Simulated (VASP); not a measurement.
These are PBE GGA, VASP's PBE PAW potentials (set 64) (plane waves; VASP) values and carry that method's errors.

Input for VASP

### POSCAR
```
Pb32Te31
1
   13.1200611136    -0.0000000000    -0.0000000000
   -0.0000000000    13.1200611136     0.0000000000
    0.0000000000     0.0000000000    13.1200611136
Te Pb
31 32
Direct
  0.7500000000   0.2500000000   0.2500000000
  0.0000000000   0.5000000000   0.2500000000
  0.0000000000   0.2500000000   0.5000000000
  0.2500000000   0.2500000000   0.2500000000
  0.7500000000   0.7500000000   0.2500000000
  0.0000000000   0.0000000000   0.2500000000
  0.5000000000   0.2500000000   0.5000000000
  0.7500000000   0.5000000000   0.5000000000
  0.0000000000   0.7500000000   0.5000000000
  0.7500000000   0.2500000000   0.7500000000
  0.0000000000   0.5000000000   0.7500000000
  0.0000000000   0.2500000000   0.0000000000
  0.2500000000   0.7500000000   0.2500000000
  0.5000000000   0.0000000000   0.2500000000
  0.2500000000   0.5000000000   0.5000000000
  0.5000000000   0.7500000000   0.5000000000
  0.7500000000   0.0000000000   0.5000000000
  0.2500000000   0.2500000000   0.7500000000
  0.5000000000   0.5000000000   0.7500000000
  0.7500000000   0.7500000000   0.7500000000
  0.0000000000   0.0000000000   0.7500000000
  0.5000000000   0.2500000000   0.0000000000
  0.7500000000   0.5000000000   0.0000000000
  0.0000000000   0.7500000000   0.0000000000
  0.2500000000   0.0000000000   0.5000000000
  0.2500000000   0.7500000000   0.7500000000
  0.5000000000   0.0000000000   0.7500000000
  0.2500000000   0.5000000000   0.0000000000
  0.5000000000   0.7500000000   0.0000000000
  0.7500000000   0.0000000000   0.0000000000
  0.2500000000   0.0000000000   0.0000000000
  0.5000000000   0.0000000000   0.0000000000
  0.7500000000   0.2500000000   0.0000000000
  0.7500000000   0.0000000000   0.2500000000
  0.0000000000   0.0000000000   0.0000000000
  0.2500000000   0.2500000000   0.0000000000
  0.5000000000   0.5000000000   0.0000000000
  0.7500000000   0.7500000000   0.0000000000
  0.2500000000   0.0000000000   0.2500000000
  0.5000000000   0.2500000000   0.2500000000
  0.7500000000   0.5000000000   0.2500000000
  0.5000000000   0.0000000000   0.5000000000
  0.7500000000   0.2500000000   0.5000000000
  0.7500000000   0.0000000000   0.7500000000
  0.0000000000   0.5000000000   0.0000000000
  0.2500000000   0.7500000000   0.0000000000
  0.0000000000   0.2500000000   0.2500000000
  0.2500000000   0.5000000000   0.2500000000
  0.5000000000   0.7500000000   0.2500000000
  0.0000000000   0.0000000000   0.5000000000
  0.2500000000   0.2500000000   0.5000000000
  0.5000000000   0.5000000000   0.5000000000
  0.7500000000   0.7500000000   0.5000000000
  0.2500000000   0.0000000000   0.7500000000
  0.5000000000   0.2500000000   0.7500000000
  0.7500000000   0.5000000000   0.7500000000
  0.0000000000   0.7500000000   0.2500000000
  0.0000000000   0.5000000000   0.5000000000
  0.2500000000   0.7500000000   0.5000000000
  0.0000000000   0.2500000000   0.7500000000
  0.2500000000   0.5000000000   0.7500000000
  0.5000000000   0.7500000000   0.7500000000
  0.0000000000   0.7500000000   0.7500000000
```

INCAR:
```
SYSTEM = Pb32Te31
PREC = Normal
ENCUT = 400
EDIFF = 1E-5
NELM = 100
ALGO = Fast
LREAL = Auto
LASPH = .TRUE.
ISMEAR = 0
SIGMA = 0.05
GGA = PE
LMAXMIX = 4
LWAVE = .FALSE.
LCHARG = .FALSE.
NELMIN = 4
ISYM = 0
NELECT = 312.0
IBRION = 2
ISIF = 2
NSW = 60
EDIFFG = -0.03
```

### KPOINTS
```
Automatic mesh
0
Gamma
1 1 1
0 0 0
```

POTCAR, in this order: Te Pb (PBE.64 set). Program: vasp_gam.

The resulting files:

### OUTCAR
```
 ion  position               nearest neighbor table
   1  0.750  0.250  0.250-  33 3.28  34 3.28  40 3.28  41 3.28  43 3.28  47 3.28
   2  0.000  0.500  0.250-  41 3.28  45 3.28  47 3.28  48 3.28  57 3.28  58 3.28
   3  0.000  0.250  0.500-  43 3.28  47 3.28  50 3.28  51 3.28  58 3.28  60 3.28
   4  0.250  0.250  0.250-  36 3.28  39 3.28  40 3.28  47 3.28  48 3.28  51 3.28
   5  0.750  0.750  0.250-  34 3.28  38 3.28  41 3.28  49 3.28  53 3.28  57 3.28
   6  0.000  0.000  0.250-  34 3.28  35 3.28  39 3.28  47 3.28  50 3.28  57 3.28
   7  0.500  0.250  0.500-  40 3.28  42 3.28  43 3.28  51 3.28  52 3.28  55 3.28
   8  0.750  0.500  0.500-  41 3.28  43 3.28  52 3.28  53 3.28  56 3.28  58 3.28
   9  0.000  0.750  0.500-  50 3.28  53 3.28  57 3.28  58 3.28  59 3.28  63 3.28
  10  0.750  0.250  0.750-  33 3.28  43 3.28  44 3.28  55 3.28  56 3.28  60 3.28
  11  0.000  0.500  0.750-  45 3.28  56 3.28  58 3.28  60 3.28  61 3.28  63 3.28
  12  0.000  0.250  0.000-  33 3.28  35 3.28  36 3.28  45 3.28  47 3.28  60 3.28
  13  0.250  0.750  0.250-  39 3.28  46 3.28  48 3.28  49 3.28  57 3.28  59 3.28
  14  0.500  0.000  0.250-  32 3.28  34 3.28  39 3.28  40 3.28  42 3.28  49 3.28
  15  0.250  0.500  0.500-  48 3.28  51 3.28  52 3.28  58 3.28  59 3.28  61 3.28
  16  0.500  0.750  0.500-  42 3.28  49 3.28  52 3.28  53 3.28  59 3.28  62 3.28
  17  0.750  0.000  0.500-  34 3.28  42 3.28  43 3.28  44 3.28  50 3.28  53 3.28
  18  0.250  0.250  0.750-  36 3.28  51 3.28  54 3.28  55 3.28  60 3.28  61 3.28
  19  0.500  0.500  0.750-  37 3.28  52 3.28  55 3.28  56 3.28  61 3.28  62 3.28
  20  0.750  0.750  0.750-  38 3.28  44 3.28  53 3.28  56 3.28  62 3.28  63 3.28
  21  0.000  0.000  0.750-  35 3.28  44 3.28  50 3.28  54 3.28  60 3.28  63 3.28
  22  0.500  0.250  0.000-  32 3.28  33 3.28  36 3.28  37 3.28  40 3.28  55 3.28
  23  0.750  0.500  0.000-  33 3.28  37 3.28  38 3.28  41 3.28  45 3.28  56 3.28
  24  0.000  0.750  0.000-  35 3.28  38 3.28  45 3.28  46 3.28  57 3.28  63 3.28
  25  0.250  0.000  0.500-  39 3.28  42 3.28  50 3.28  51 3.28  54 3.28  59 3.28
  26  0.250  0.750  0.750-  46 3.28  54 3.28  59 3.28  61 3.28  62 3.28  63 3.28
  27  0.500  0.000  0.750-  32 3.28  42 3.28  44 3.28  54 3.28  55 3.28  62 3.28
  28  0.250  0.500  0.000-  36 3.28  37 3.28  45 3.28  46 3.28  48 3.28  61 3.28
  29  0.500  0.750  0.000-  32 3.28  37 3.28  38 3.28  46 3.28  49 3.28  62 3.28
  30  0.750  0.000  0.000-  32 3.28  33 3.28  34 3.28  35 3.28  38 3.28  44 3.28
  31  0.250  0.000  0.000-  32 3.28  35 3.28  36 3.28  39 3.28  46 3.28  54 3.28
  32  0.500  0.000  0.000-  14 3.28  22 3.28  27 3.28  29 3.28  30 3.28  31 3.28
  33  0.750  0.250  0.000-   1 3.28  10 3.28  12 3.28  22 3.28  23 3.28  30 3.28
  34  0.750  0.000  0.250-   1 3.28   5 3.28   6 3.28  14 3.28  17 3.28  30 3.28
  35  0.000  0.000  0.000-   6 3.28  12 3.28  21 3.28  24 3.28  30 3.28  31 3.28
  36  0.250  0.250  0.000-   4 3.28  12 3.28  18 3.28  22 3.28  28 3.28  31 3.28
  37  0.500  0.500  0.000-  19 3.28  22 3.28  23 3.28  28 3.28  29 3.28
  38  0.750  0.750  0.000-   5 3.28  20 3.28  23 3.28  24 3.28  29 3.28  30 3.28
  39  0.250  0.000  0.250-   4 3.28   6 3.28  13 3.28  14 3.28  25 3.28  31 3.28
...
```

**OSZICAR**
```
...
RMM:   6    -0.228767174479E+03   -0.17624E-03   -0.25604E-03   450   0.737E-02    0.909E-02
RMM:   7    -0.228767190628E+03   -0.16149E-04   -0.50661E-04   428   0.305E-02    0.569E-02
RMM:   8    -0.228767215361E+03   -0.24734E-04   -0.18448E-04   371   0.173E-02    0.231E-02
RMM:   9    -0.228767216528E+03   -0.11663E-05   -0.36626E-05   266   0.101E-02
   4 F= -.22876722E+03 E0= -.22876722E+03  d E =-.822288E+00
       N       E                     dE             d eps       ncg     rms          rms(c)
DAV:   1    -0.227264704511E+03    0.15025E+01   -0.10992E+02   384   0.157E+01    0.122E+01
RMM:   2    -0.227693963281E+03   -0.42926E+00   -0.65868E+00   379   0.377E+00    0.267E+00
RMM:   3    -0.227814217541E+03   -0.12025E+00   -0.14723E+00   411   0.152E+00    0.229E+00
RMM:   4    -0.227832870041E+03   -0.18653E-01   -0.22706E-01   438   0.624E-01    0.188E+00
RMM:   5    -0.227829853373E+03    0.30167E-02   -0.41340E-02   405   0.325E-01    0.112E+00
RMM:   6    -0.227832745384E+03   -0.28920E-02   -0.28944E-02   396   0.229E-01    0.558E-01
RMM:   7    -0.227830756794E+03    0.19886E-02   -0.66594E-03   389   0.125E-01    0.306E-01
RMM:   8    -0.227830640680E+03    0.11611E-03   -0.54150E-03   403   0.782E-02    0.107E-01
RMM:   9    -0.227830675874E+03   -0.35194E-04   -0.82487E-04   397   0.412E-02    0.753E-02
RMM:  10    -0.227830694411E+03   -0.18537E-04   -0.57378E-04   410   0.268E-02    0.476E-02
RMM:  11    -0.227830703519E+03   -0.91077E-05   -0.14320E-04   353   0.137E-02    0.252E-02
RMM:  12    -0.227830704369E+03   -0.85076E-06   -0.22030E-05   236   0.644E-03
   5 F= -.22783070E+03 E0= -.22783070E+03  d E =0.114224E+00
       N       E                     dE             d eps       ncg     rms          rms(c)
DAV:   1    -0.228284784220E+03   -0.45408E+00   -0.82736E+01   376   0.134E+01    0.721E+00
RMM:   2    -0.228631723424E+03   -0.34694E+00   -0.63557E+00   385   0.339E+00    0.276E+00
RMM:   3    -0.228781750721E+03   -0.15003E+00   -0.17908E+00   420   0.145E+00    0.213E+00
RMM:   4    -0.228797313593E+03   -0.15563E-01   -0.23148E-01   412   0.602E-01    0.180E+00
RMM:   5    -0.228793861270E+03    0.34523E-02   -0.49005E-02   404   0.321E-01    0.839E-01
RMM:   6    -0.228796373873E+03   -0.25126E-02   -0.26378E-02   413   0.203E-01    0.229E-01
RMM:   7    -0.228795675925E+03    0.69795E-03   -0.54364E-03   388   0.102E-01    0.986E-02
RMM:   8    -0.228795912053E+03   -0.23613E-03   -0.26559E-03   423   0.544E-02    0.610E-02
RMM:   9    -0.228795946149E+03   -0.34096E-04   -0.35924E-04   389   0.246E-02    0.400E-02
RMM:  10    -0.228795977884E+03   -0.31735E-04   -0.11745E-04   345   0.148E-02    0.213E-02
RMM:  11    -0.228795984393E+03   -0.65091E-05   -0.29953E-05   250   0.719E-03
   6 F= -.22879598E+03 E0= -.22879598E+03  d E =-.851056E+00
       N       E                     dE             d eps       ncg     rms          rms(c)
DAV:   1    -0.228796040385E+03   -0.62501E-04   -0.21716E-01   448   0.680E-01    0.370E-01
RMM:   2    -0.228796819175E+03   -0.77879E-03   -0.11906E-02   381   0.161E-01    0.101E-01
RMM:   3    -0.228797073154E+03   -0.25398E-03   -0.28399E-03   412   0.644E-02    0.931E-02
RMM:   4    -0.228797100368E+03   -0.27214E-04   -0.35473E-04   393   0.254E-02    0.696E-02
RMM:   5    -0.228797101215E+03   -0.84721E-06   -0.75170E-05   320   0.129E-02
   7 F= -.22879710E+03 E0= -.22879710E+03  d E =-.852173E+00
       N       E                     dE             d eps       ncg     rms          rms(c)
DAV:   1    -0.228823396563E+03   -0.26296E-01   -0.22473E+00   376   0.233E+00    0.810E-01
RMM:   2    -0.228835250445E+03   -0.11854E-01   -0.14799E-01   377   0.587E-01    0.270E-01
RMM:   3    -0.228837437845E+03   -0.21874E-02   -0.24230E-02   415   0.229E-01    0.265E-01
RMM:   4    -0.228837587780E+03   -0.14994E-03   -0.29973E-03   411   0.885E-02    0.169E-01
RMM:   5    -0.228837607372E+03   -0.19592E-04   -0.82510E-04   397   0.472E-02    0.301E-02
RMM:   6    -0.228837627288E+03   -0.19916E-04   -0.26105E-04   421   0.236E-02    0.289E-02
RMM:   7    -0.228837626880E+03    0.40807E-06   -0.51671E-05   293   0.101E-02
   8 F= -.22883763E+03 E0= -.22883763E+03  d E =-.405257E-01
       N       E                     dE             d eps       ncg     rms          rms(c)
DAV:   1    -0.228824086270E+03    0.13541E-01   -0.71734E+00   376   0.416E+00    0.151E+00
RMM:   2    -0.228862279187E+03   -0.38193E-01   -0.47594E-01   378   0.105E+00    0.491E-01
RMM:   3    -0.228869260893E+03   -0.69817E-02   -0.77626E-02   414   0.411E-01    0.477E-01
RMM:   4    -0.228869737163E+03   -0.47627E-03   -0.96283E-03   411   0.159E-01    0.307E-01
RMM:   5    -0.228869785484E+03   -0.48321E-04   -0.26723E-03   396   0.855E-02    0.543E-02
RMM:   6    -0.228869850222E+03   -0.64739E-04   -0.85738E-04   445   0.427E-02    0.531E-02
RMM:   7    -0.228869847915E+03    0.23076E-05   -0.15583E-04   376   0.176E-02    0.336E-02
RMM:   8    -0.228869857272E+03   -0.93568E-05   -0.43609E-05   269   0.103E-02
   9 F= -.22886986E+03 E0= -.22886986E+03  d E =-.727561E-01
       N       E                     dE             d eps       ncg     rms          rms(c)
DAV:   1    -0.228866885505E+03    0.29624E-02   -0.17726E+00   376   0.209E+00    0.863E-01
RMM:   2    -0.228873785552E+03   -0.69000E-02   -0.14416E-01   388   0.550E-01    0.286E-01
RMM:   3    -0.228876109330E+03   -0.23238E-02   -0.34158E-02   412   0.225E-01    0.342E-01
RMM:   4    -0.228876283283E+03   -0.17395E-03   -0.31495E-03   406   0.885E-02    0.319E-01
RMM:   5    -0.228876135566E+03    0.14772E-03   -0.17750E-03   387   0.566E-02    0.102E-01
RMM:   6    -0.228876238413E+03   -0.10285E-03   -0.84173E-04   398   0.389E-02    0.122E-01
RMM:   7    -0.228876101740E+03    0.13667E-03   -0.35780E-04   384   0.215E-02    0.451E-02
RMM:   8    -0.228876100836E+03    0.90380E-06   -0.28404E-04   367   0.146E-02    0.111E-02
RMM:   9    -0.228876105210E+03   -0.43745E-05   -0.48347E-05   275   0.847E-03
  10 F= -.22887611E+03 E0= -.22887611E+03  d E =-.624794E-02
       N       E                     dE             d eps       ncg     rms          rms(c)
DAV:   1    -0.228877363747E+03   -0.12629E-02   -0.22788E-01   384   0.749E-01    0.304E-01
RMM:   2    -0.228878195949E+03   -0.83220E-03   -0.17890E-02   385   0.195E-01    0.104E-01
RMM:   3    -0.228878496171E+03   -0.30022E-03   -0.45153E-03   412   0.804E-02    0.122E-01
RMM:   4    -0.228878515433E+03   -0.19262E-04   -0.39303E-04   394   0.315E-02    0.112E-01
RMM:   5    -0.228878497313E+03    0.18120E-04   -0.23374E-04   381   0.203E-02    0.294E-02
RMM:   6    -0.228878506073E+03   -0.87604E-05   -0.82473E-05   314   0.128E-02
  11 F= -.22887851E+03 E0= -.22887851E+03  d E =-.864880E-02
       N       E                     dE             d eps       ncg     rms          rms(c)
DAV:   1    -0.228878539798E+03   -0.42485E-04   -0.18820E-03   432   0.673E-02    0.291E-02
RMM:   2    -0.228878547319E+03   -0.75207E-05   -0.96034E-05   351   0.158E-02    0.149E-02
RMM:   3    -0.228878548134E+03   -0.81483E-06   -0.14289E-05   217   0.602E-03    0.827E-03
RMM:   4    -0.228878548290E+03   -0.15560E-06   -0.30182E-06   172   0.246E-03
  12 F= -.22887855E+03 E0= -.22887855E+03  d E =-.869102E-02
       N       E                     dE             d eps       ncg     rms          rms(c)
DAV:   1    -0.228880382076E+03   -0.18339E-02   -0.18659E-01   400   0.670E-01    0.308E-01
RMM:   2    -0.228881281175E+03   -0.89910E-03   -0.12117E-02   382   0.167E-01    0.103E-01
RMM:   3    -0.228881511873E+03   -0.23070E-03   -0.27698E-03   411   0.674E-02    0.812E-02
RMM:   4    -0.228881530693E+03   -0.18820E-04   -0.34626E-04   418   0.269E-02    0.583E-02
RMM:   5    -0.228881524386E+03    0.63073E-05   -0.87128E-05   355   0.145E-02
  13 F= -.22888152E+03 E0= -.22888152E+03  d E =-.297610E-02
```

### OUTCAR
```
------------------------ aborting loop because EDIFF is reached ----------------------------------------
  FORCE on cell =-STRESS in cart. coord.  units (eV):
  Direction    XX          YY          ZZ          XY          YZ          ZX
  --------------------------------------------------------------------------------------
  Total        6.4867488      6.4869828      6.4880666     -0.0079938      0.0046262     -0.0100151
  in kB        4.6018249      4.6019909      4.6027598     -0.0056709      0.0032819     -0.0071049
  external PRESSURE =       4.6021918 kB  Pullay stress =       0.0000000 kB
  volume of cell :     2258.43
      direct lattice vectors                 reciprocal lattice vectors
    13.120061114  0.000000000  0.000000000     0.076219157  0.000000000  0.000000000
     0.000000000 13.120061114  0.000000000     0.000000000  0.076219157  0.000000000
     0.000000000  0.000000000 13.120061114     0.000000000  0.000000000  0.076219157
  FREE ENERGIE OF THE ION-ELECTRON SYSTEM (eV)
  ---------------------------------------------------
  free  energy   TOTEN  =      -228.8815243861 eV

  energy  without entropy=     -228.8815243861  energy(sigma->0) =     -228.88152439

 reached required accuracy - stopping structural energy minimisation
```
(Selected blocks of OUTCAR.)

CONTCAR:
```
Pb32Te31
   1.00000000000000
    13.1200611136000003    0.0000000000000000    0.0000000000000000
     0.0000000000000000   13.1200611136000003    0.0000000000000000
     0.0000000000000000    0.0000000000000000   13.1200611136000003
  Te              Pb
    31    32
Direct
     0.7493656723087360    0.2506407955541818    0.2500016940790810
     0.9999967162144237    0.5000029618517393    0.2499994411786664
     0.0000034918724151    0.2504501704684229    0.4995488042387671
     0.2506357561098528    0.2506371738342203    0.2500022452134164
     0.7493630134394518    0.7493710022286350    0.2500028880966220
     0.9999974427303235    0.0000041373460350    0.2499993337863810
     0.5000041321864636    0.2506289092592269    0.4993676918272353
     0.7493696938223008    0.4999999937912929    0.4993671525112648
     0.0000036700921273    0.7495481684425018    0.4995490936004094
     0.7495502745036922    0.2504467360195876    0.7500016269703936
     0.0000007782017349    0.4999994122479139    0.7500001771495325
     0.9999990901958064    0.2504552817872974    0.0004498674660053
     0.2506343219693138    0.7493681838022910    0.2499964990861187
     0.5000035502110335    0.0000053974328387    0.2500005544016697
     0.2506398956868887    0.5000013295861697    0.4993636866594362
     0.5000040106545294    0.7493597732785767    0.4993685301476470
     0.7495563345563185    0.0000004758897023    0.4995513680574395
     0.2504522890241086    0.2504536025164134    0.7500012559943057
     0.5000006668119720    0.4999979924580757    0.7500007822643538
     0.7495465056289784    0.7495461796052773    0.7500023413053587
     0.0000010491743195    0.0000037177440189    0.7500004713776552
     0.4999985284298523    0.2506291534554462    0.0006364472274412
     0.7493612813182489    0.5000033361936815    0.0006364181491500
     0.9999982549920269    0.7495546372883038    0.0004508299263586
     0.2504577019200604    0.0000008720526812    0.4995494512218890
     0.2504481185765219    0.7495522551674639    0.7499976078978725
     0.5000023043515341    0.0000013691576385    0.7500013990965129
     0.2506302777483454    0.5000023709474958    0.0006329286550803
     0.4999967836728031    0.7493609978258344    0.0006387107969675
     0.7495527049374474    0.0000030676322448    0.0004537326868504
     0.2504532795753573    0.0000024402729790    0.0004502879452145
     0.5000096665294580    0.9999749983218528    0.9896032736729307
     0.7511181910564895    0.2488779983371086    0.9988813784522749
     0.7603763512365813    0.0000406641074178    0.2500076966631558
     0.9999766185536297    0.9999740044577369    0.9937708263908749
     0.2489162272384552    0.2489077332165818    0.9988789218481557
     0.5000225177394892    0.5000148717142661    0.9778978227204205
     0.7511012726900650    0.7510991627321101    0.9988980212358295
     0.2395872332429953    0.9999799696619551    0.2500522130264833
     0.5000050300171028    0.2279074883051751    0.2499931529106366
     0.7720991129640831    0.4999756905546478    0.2499834052236551
     0.5000039148165059    0.9999747440594507    0.5104003370904152
     0.7510556439177715    0.2489510782655511    0.5010620075714821
     0.7562196773974749    0.0000247156045795    0.7499839242993112
     0.9999696659353103    0.5000241927281268    0.9896115923485596
     0.2489536582533743    0.7510655536481422    0.9989460655300548
     0.9999976227464057    0.2395721676746041    0.2500056950276059
     0.2278927028676910    0.5000046216385940    0.2500110338203983
     0.4999990846253671    0.7721071314559076    0.2499937953923280
     0.9999650942278970    0.0000135160094135    0.5062253794624224
     0.2489055567225843    0.2488940547755628    0.5010596257493547
     0.4999849526750064    0.5000172981379065    0.5221045585912707
     0.7510616148044211    0.7510613817762951    0.5010479992675997
     0.2437753669578794    0.9999938316731316    0.7500066708539893
     0.5000441859306883    0.2396055897783249    0.7500247477949148
     0.7603982548789974    0.4999643701774990    0.7500064215043166
     0.9999375375478075    0.7604065757620727    0.2500007046716300
     0.0000497130095063    0.4999816648255967    0.5104023272548356
     0.2489121239160841    0.7510707357118718    0.5011060345031207
     0.9999902083064736    0.2437826517184030    0.7499991841685774
     0.2396021482852948    0.5000430123601127    0.7499566409854895
     0.5000264307907299    0.7604129878498568    0.7500504029551096
     0.0000150292013921    0.7562436478219570    0.7500048199977003
```

The cell is charged, with a uniform compensating background. The supercell is sampled at Γ alone, which is coarse: total energies, pressure and levels can be off, energies of defects by several tenths of an eV.

The cell is a supercell with a defect, built from PbTe (rock salt): vac_Te, charge +2. The run is not spin-polarised, so no state with unpaired spins was tried.
